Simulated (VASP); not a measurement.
Level of theory: PBE GGA, VASP's PBE PAW potentials (set 64) (plane waves; VASP 6.6.1).

A VASP calculation is set up with these files.

### POSCAR
```
K
1
   -2.6400000000     2.6400000000     2.6400000000
    2.6400000000    -2.6400000000     2.6400000000
    2.6400000000     2.6400000000    -2.6400000000
K
1
Direct
  0.0000000000   0.0000000000   0.0000000000
```

### KPOINTS
```
Regular mesh
0
gamma
10 10 10
```

### INCAR
```
! general
SYSTEM = K
PREC   = Accurate
ENCUT  = 480   ! plane-wave cut-off (eV)
LREAL  = F
LASPH  = T   ! aspherical one-centre terms

! electronic loop
EDIFF  = 1E-7
NELM   = 100
ALGO   = Normal

! smearing
ISMEAR = 1
SIGMA  = 0.1   ! width (eV)

! functional
GGA    = PE   ! PBE

! ions
ISIF   = 2

! output
LWAVE  = F
LCHARG = F
```

POTCAR, in this order: K_sv (PBE.64 set). Program: vasp_std.

The resulting files:

**OSZICAR**
```
       N       E                     dE             d eps       ncg     rms          rms(c)
DAV:   1     0.438560894192E+02    0.43856E+02   -0.35268E+03   752   0.806E+02
DAV:   2     0.259088566236E+00   -0.43597E+02   -0.43405E+02   768   0.205E+02
DAV:   3    -0.101544607261E+01   -0.12745E+01   -0.12686E+01  1216   0.331E+01
DAV:   4    -0.104319843380E+01   -0.27752E-01   -0.27666E-01  1136   0.363E+00
DAV:   5    -0.104344412504E+01   -0.24569E-03   -0.24568E-03  1232   0.232E-01    0.201E+00
DAV:   6    -0.104356720373E+01   -0.12308E-03   -0.13930E-03  1256   0.280E-01    0.124E+00
DAV:   7    -0.104395267040E+01   -0.38547E-03   -0.28371E-03  1144   0.401E-01    0.508E-02
DAV:   8    -0.104401277656E+01   -0.60106E-04   -0.13519E-04  1112   0.150E-01    0.213E-02
DAV:   9    -0.104402881481E+01   -0.16038E-04   -0.11993E-05  1064   0.359E-02    0.110E-02
DAV:  10    -0.104402737816E+01    0.14366E-05   -0.42681E-06  1208   0.198E-02    0.111E-03
DAV:  11    -0.104402731353E+01    0.64624E-07   -0.49303E-08  1120   0.206E-03
   1 F= -.10440273E+01 E0= -.10436795E+01  d E =-.104347E-02
```

### OUTCAR
```
------------------------ aborting loop because EDIFF is reached ----------------------------------------
  FORCE on cell =-STRESS in cart. coord.  units (eV):
  Direction    XX          YY          ZZ          XY          YZ          ZX
  --------------------------------------------------------------------------------------
  Total       -0.0000205     -0.0000205     -0.0000205     -0.0000000      0.0000000     -0.0000000
  in kB       -0.0004473     -0.0004473     -0.0004473     -0.0000000      0.0000000     -0.0000000
  external PRESSURE =      -0.0004473 kB  Pullay stress =       0.0000000 kB
  volume of cell :       73.60
      direct lattice vectors                 reciprocal lattice vectors
    -2.640000000  2.640000000  2.640000000     0.000000000  0.189393939  0.189393939
     2.640000000 -2.640000000  2.640000000     0.189393939  0.000000000  0.189393939
     2.640000000  2.640000000 -2.640000000     0.189393939  0.189393939  0.000000000
 POSITION                                       TOTAL-FORCE (eV/Angst)
 -----------------------------------------------------------------------------------
      0.00000      0.00000      0.00000         0.000000     -0.000000      0.000000
 -----------------------------------------------------------------------------------
    total drift:                               -0.000000     -0.000000      0.000000
  FREE ENERGIE OF THE ION-ELECTRON SYSTEM (eV)
  ---------------------------------------------------
  free  energy   TOTEN  =        -1.0440273135 eV

  energy  without entropy=       -1.0429838440  energy(sigma->0) =       -1.04367949
```
(Selected blocks of OUTCAR.)

The compound is K in the bcc structure. The cell was not relaxed at this level.
